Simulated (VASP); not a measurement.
VASP ran on this input.

INCAR:
```
SYSTEM  =  Os
PREC  =  Accurate; ENCUT  =  480; LREAL  =  .False.
LASPH  =  .True.
EDIFF  =  1E-6; NELM  =  100; ALGO  =  Normal
LMAXMIX  =  6
ISMEAR  =  1; SIGMA  =  0.1
GGA  =  PE
IBRION  =  2; NSW  =  60; ISIF  =  3
EDIFFG  =  -0.01
LWAVE  =  .False.; LCHARG  =  .False.
```

KPOINTS:
```
Automatic mesh
0
Gamma
14 14 8
0 0 0
```

POSCAR:
```
Os
1.0
  1.3777111504  -2.3862653484   0.0000000000
  1.3777111504   2.3862653484   0.0000000000
  0.0000000000   0.0000000000   4.3415978654
Os
2
Cart
  1.3777111504   0.7954233736   1.0853994663
  1.3777111504  -0.7954233736   3.2561983990
```

POTCAR, in this order: Os (PBE.64 set). Program: vasp_std.

Task: Write an equivalent input for Quantum ESPRESSO's pw.x.

Result: One equivalent input (not run):
```
&CONTROL
  calculation = 'vc-relax'
  pseudo_dir = './pseudo'
  outdir = './out'
  tprnfor = .true.
  tstress = .true.
  nstep = 60
  forc_conv_thr = 0.00039
/
&SYSTEM
  ibrav = 0
  nat = 2
  ntyp = 1
  ecutwfc = 74
  occupations = 'smearing'
  smearing = 'methfessel-paxton'
  degauss = 0.00735
  input_dft = 'pbe'
/
&ELECTRONS
  conv_thr = 7.3e-08
  electron_maxstep = 100
/
&IONS
/
&CELL
/
ATOMIC_SPECIES
  Os 190.230 Os.upf
CELL_PARAMETERS angstrom
     1.3777112   -2.3862653   -0.0000000
     1.3777112    2.3862653   -0.0000000
     0.0000000   -0.0000000    4.3415979
ATOMIC_POSITIONS crystal
  Os   0.3333330  0.6666670  0.2500000
  Os   0.6666670  0.3333330  0.7500000
K_POINTS automatic
  14 14 8 0 0 0
```
The two are equivalent in intent, not identical: the potentials are each code's own (VASP's PAW set, PseudoDojo norm-conserving files in pw.x), so ENCUT and ecutwfc are chosen apart and not converted; conv_thr bounds pw.x's estimated SCF error, while EDIFF bounds the energy change between steps; forc_conv_thr acts on force components and is met together with etot_conv_thr.

The compound is Os in the hcp structure. It was relaxed first. The start is the result of an earlier pass.
